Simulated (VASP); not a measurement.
Output of a VASP run:

**OSZICAR**
```
...
DAV:  10    -0.816149554154E+02   -0.23158E-02   -0.11590E-02   445   0.880E-01    0.417E-01
DAV:  11    -0.816408281886E+02   -0.25873E-01   -0.36227E-02   437   0.166E+00    0.676E-02
DAV:  12    -0.816449223052E+02   -0.40941E-02   -0.48532E-03   421   0.629E-01    0.151E-01
DAV:  13    -0.816440969111E+02    0.82539E-03   -0.50580E-04   566   0.198E-01    0.185E-01
DAV:  14    -0.816395087968E+02    0.45881E-02   -0.15278E-03   412   0.466E-01    0.396E-02
DAV:  15    -0.816449986446E+02   -0.54898E-02   -0.31897E-03   410   0.614E-01    0.383E-02
DAV:  16    -0.816451137793E+02   -0.11513E-03   -0.89058E-05   534   0.987E-02    0.170E-02
DAV:  17    -0.816451859872E+02   -0.72208E-04   -0.21787E-05   454   0.429E-02    0.211E-02
DAV:  18    -0.816452034332E+02   -0.17446E-04   -0.94367E-06   512   0.250E-02    0.141E-02
DAV:  19    -0.816452223690E+02   -0.18936E-04   -0.12209E-05   415   0.275E-02    0.227E-03
DAV:  20    -0.816452223347E+02    0.34284E-07   -0.12682E-06   326   0.106E-02
   1 F= -.81645222E+02 E0= -.81645222E+02  d E =-.816452E+02
       N       E                     dE             d eps       ncg     rms          rms(c)
DAV:   1    -0.817100492862E+02   -0.64827E-01   -0.18479E+00   555   0.230E+01    0.164E+00
DAV:   2    -0.816558652791E+02    0.54184E-01   -0.12679E-01   532   0.683E+00    0.614E-01
DAV:   3    -0.816426129762E+02    0.13252E-01   -0.38664E-02   517   0.307E+00    0.259E-01
DAV:   4    -0.816480534341E+02   -0.54405E-02   -0.53583E-03   410   0.570E-01    0.271E-01
DAV:   5    -0.816458064460E+02    0.22470E-02   -0.19139E-03   408   0.386E-01    0.227E-01
DAV:   6    -0.816466895696E+02   -0.88312E-03   -0.42079E-03   410   0.646E-01    0.248E-01
DAV:   7    -0.816479222731E+02   -0.12327E-02   -0.81094E-04   410   0.286E-01    0.798E-02
DAV:   8    -0.816478886931E+02    0.33580E-04   -0.55641E-05   516   0.811E-02    0.159E-01
DAV:   9    -0.816479049682E+02   -0.16275E-04   -0.38432E-05   428   0.411E-02    0.257E-02
DAV:  10    -0.816479365046E+02   -0.31536E-04   -0.10869E-05   422   0.350E-02    0.314E-02
DAV:  11    -0.816479439495E+02   -0.74450E-05   -0.46011E-06   432   0.215E-02    0.204E-02
DAV:  12    -0.816479459509E+02   -0.20014E-05   -0.33078E-06   413   0.240E-02    0.146E-02
DAV:  13    -0.816479467336E+02   -0.78267E-06   -0.14087E-06   296   0.105E-02
   2 F= -.81647947E+02 E0= -.81647947E+02  d E =-.272440E-02
       N       E                     dE             d eps       ncg     rms          rms(c)
DAV:   1    -0.816561041283E+02   -0.81582E-02   -0.21028E-01   556   0.749E+00    0.580E-01
DAV:   2    -0.816496419315E+02    0.64622E-02   -0.15544E-02   524   0.244E+00    0.205E-01
DAV:   3    -0.816483985582E+02    0.12434E-02   -0.40496E-03   519   0.100E+00    0.972E-02
DAV:   4    -0.816488504995E+02   -0.45194E-03   -0.57101E-04   410   0.191E-01    0.923E-02
DAV:   5    -0.816483591562E+02    0.49134E-03   -0.52252E-04   410   0.198E-01    0.484E-02
DAV:   6    -0.816487944223E+02   -0.43527E-03   -0.72955E-04   410   0.262E-01    0.329E-02
DAV:   7    -0.816488473443E+02   -0.52922E-04   -0.34820E-05   438   0.549E-02    0.112E-02
DAV:   8    -0.816488455380E+02    0.18063E-05   -0.17120E-06   505   0.113E-02    0.992E-03
DAV:   9    -0.816488507390E+02   -0.52010E-05   -0.10537E-05   413   0.290E-02    0.103E-02
DAV:  10    -0.816488534648E+02   -0.27258E-05   -0.20574E-06   324   0.113E-02    0.403E-03
DAV:  11    -0.816488534289E+02    0.35932E-07   -0.16521E-07   208   0.405E-03
   3 F= -.81648853E+02 E0= -.81648853E+02  d E =-.363109E-02
```

File OUTCAR:
```
------------------------ aborting loop because EDIFF is reached ----------------------------------------
  FORCE on cell =-STRESS in cart. coord.  units (eV):
  Direction    XX          YY          ZZ          XY          YZ          ZX
  --------------------------------------------------------------------------------------
  Total       -0.0306794     -0.0306794      0.0716943      0.0000000      0.0000000     -0.0000000
  in kB       -0.3817299     -0.3817299      0.8920592      0.0000000      0.0000000     -0.0000000
  external PRESSURE =       0.0428664 kB  Pullay stress =       0.0000000 kB
  volume of cell :      128.77
      direct lattice vectors                 reciprocal lattice vectors
     4.510595703  0.000000000  0.000000000     0.221700207  0.000000000  0.000000000
     0.000000000  4.510595703  0.000000000     0.000000000  0.221700207  0.000000000
    -0.000000000  0.000000000  6.328982521     0.000000000  0.000000000  0.158003280
 POSITION                                       TOTAL-FORCE (eV/Angst)
 -----------------------------------------------------------------------------------
      0.00000      0.00000      0.00000        -0.000000      0.000000      0.000000
      2.25530      2.25530      3.16449         0.000000      0.000000      0.000000
     -0.00000      2.25530      1.47604         0.000000      0.000000     -0.012687
      2.25530      0.00000      4.85295        -0.000000      0.000000      0.012687
 -----------------------------------------------------------------------------------
    total drift:                                0.000000      0.000000      0.000000
  FREE ENERGIE OF THE ION-ELECTRON SYSTEM (eV)
  ---------------------------------------------------
  free  energy   TOTEN  =       -81.6488534289 eV

  energy  without entropy=      -81.6488534289  energy(sigma->0) =      -81.64885343

 reached required accuracy - stopping structural energy minimisation
```
(Selected blocks of OUTCAR.)

File POSCAR:
```
AlInSb2
1
    4.4923406530     0.0000000000    -0.0000000000
    0.0000000000     4.4923406530     0.0000000000
    0.0000000000     0.0000000000     6.2971972538
Al In Sb
1 1 2
Direct
  0.0000000000   0.0000000000   0.0000000000
  0.5000000000   0.5000000000   0.5000000000
  0.0000000000   0.5000000000   0.2333799697
  0.5000000000   0.0000000000   0.7666200303
```

Write an INCAR and KPOINTS that could have produced this output.

One answer among several that fit: the input of the run itself, r2SCAN meta-GGA, plane waves, VASP's PBE PAW potentials (set 64).

KPOINTS:
```
K-points
0
G
5 5 3
```

### INCAR
```
# general
SYSTEM =AlInSb2
PREC   =Accurate
ENCUT  =400   # plane-wave cut-off (eV)
LREAL  =.FALSE.   # projection in real space or not
LASPH  =.TRUE.

# electronic loop
EDIFF  =1E-6   # SCF stop (eV)
NELM   =100
ALGO   =Normal   # blocked Davidson
LMAXMIX=4
LMIXTAU=.TRUE.

# smearing
ISMEAR =0   # Gaussian
SIGMA  =0.05   # width (eV)

# functional
METAGGA=R2SCAN

# ions
IBRION =2   # conjugate gradients
NSW    =60
ISIF   =3
EDIFFG =-0.02

# output
LWAVE  =.FALSE.
LCHARG =.FALSE.
```

POTCAR, in this order: Al In_d Sb (PBE.64 set). Program: vasp_std.

The structure comes from a computed database's AlInSb2 entry (P-4m2); how it stands against other phases isn't given here. This run relaxes it. Symmetry was kept, so distortions that lower it aren't found. The start is the result of an earlier pass.
